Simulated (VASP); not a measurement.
A run of VASP 6.6.1:

INCAR

```
ALGO = Normal
EDIFF = 1E-6
EDIFFG = -0.04
ENCUT = 600
GGA = PE
IBRION = 2
ISIF = 3
ISMEAR = 0
IVDW = 12
LASPH = True
LCHARG = False
LREAL = False
LWAVE = False
NELM = 100
NSW = 90
PREC = Accurate
SIGMA = 0.1
```

Contents of KPOINTS:

```
k-points
0
Gamma
  6 6 2
```

The input POSCAR:

```
CsC
1.0
    3.2305454088      0.0000000000      0.0000000000
    0.0000000000      3.2305454088      0.0000000000
    0.0000000000      0.0000000000      8.9645048132
Cs C
2 2
Direct
    0.0000000000      0.5000000000      0.2809737564
    0.5000000000      0.0000000000      0.7190262436
    0.0000000000      0.0000000000      0.0000000000
    0.5000000000      0.5000000000      0.0000000000
```

Potentials or basis: VASP PAW PBE potentials, release 64 (Cs_sv, C).

Command:

```bash
$ cat potpaw_PBE.64/Cs_sv/POTCAR potpaw_PBE.64/C/POTCAR > POTCAR
$ mpirun -np 1 vasp_std > vasp.out
```

Hardware: 1 thread of Intel(R) Xeon(R) 6975P-C (Granite Rapids) (shared host).

Q: Estimate the wall time of this run.

A: Run time: 84 s on 1 thread of Intel(R) Xeon(R) 6975P-C (Granite Rapids), with other jobs on the host, peak memory 0.26 GiB. Counts: scf iterations 63, k points 20, ion steps 8.
